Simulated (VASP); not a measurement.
Given:

```
CELL_PARAMETERS angstrom
     -1.62173     1.62173     3.94574
      1.62173    -1.62173     3.94574
      1.62173     1.62173    -3.94574
ATOMIC_POSITIONS crystal
  Si 0.66495 0.66495 0.00000
  Si 0.33505 0.33505 0.00000
  W  0.00000 0.00000 0.00000
```

These are optB88-vdW, VASP's PBE PAW potentials (set 64) (plane waves; VASP 6.6.1) values and carry that method's errors. Settings: 520 eV cut-off, Gaussian smearing of 0.050 eV, potentials Si W_sv.

Unless said otherwise, spin-orbit coupling is left out, though it shifts the bands of the heavy elements here.

Question: Predict the band gap (along the path) with the smallest direct gap where there is one.

Answer: 
```yaml
band gap (along the path): none (metal, semimetal or under 0.01 eV)
```

The compound is WSi2 in the MoSi2 type structure. It was relaxed first.
